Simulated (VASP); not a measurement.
Here is a VASP 6.6.1 calculation.

Contents of INCAR:

```
PREC     = Accurate       # precision mode
ENCUT    = 600            # plane-wave cutoff, eV
EDIFF    = 1E-6           # SCF threshold, eV
ISMEAR   = -1             # smearing method
SIGMA    = 0.05           # smearing width, eV
LREAL    = False          # projectors in reciprocal space
LASPH    = True           # aspherical terms in the spheres
NELM     = 80             # most SCF steps
ALGO     = Fast           # electronic algorithm
ISIF     = 3              # what is computed and relaxed
LWAVE    = False          # write WAVECAR
LCHARG   = False          # write CHGCAR
GGA      = PS             # functional
IBRION   = 2              # ionic algorithm
NSW      = 40             # ionic steps
EDIFFG   = -0.01          # ionic threshold
PSTRESS  = 100
```

Contents of KPOINTS:

```
regular mesh
0
Gamma
  6 6 3
```

POSCAR

```
CsSi3
1.0
    4.0788500000      0.0000000000      0.0000000000
   -2.0394200000      3.5323900000      0.0000000000
    0.0000000000      0.0000000000      7.5518000000
Cs Si
1 3
Direct
    0.0000000000      0.0000000000      0.5000000000
    0.0000000000      0.0000000000      0.0000000000
    0.3333300000      0.6666700000      0.1090400000
    0.6666700000      0.3333300000      0.8909600000
```

Potentials or basis: VASP PAW PBE potentials, release 64 (Cs_sv, Si).

Run with:

```bash
$ cat potpaw_PBE.64/Cs_sv/POTCAR potpaw_PBE.64/Si/POTCAR > POTCAR
$ mpirun -np 1 vasp_std > vasp.out
```

**Question.** What does it give for the space group after relaxing (to 0.05 Å)?

**Answer.** P-3m1 (No. 164).

**Question.** Estimate the band gap on the k mesh.

**Answer.** None (metal or under the smearing width).

Final structure:
```
Cs Si
1.0
     3.71836   -0.00058   -0.00031
    -1.85968    3.21990    0.00031
    -0.00056    0.00033    7.20081
Cs Si
1 3
Direct
  0.00000 0.00000 0.50000
  0.00000 0.00000 0.00000
  0.33325 0.66675 0.13840
  0.66675 0.33325 0.86160
```

Caveat: the cell is relaxed towards a set pressure, so the enthalpy falls and the energy may rise. The run has no spin-orbit coupling, so splittings on Cs are missing.
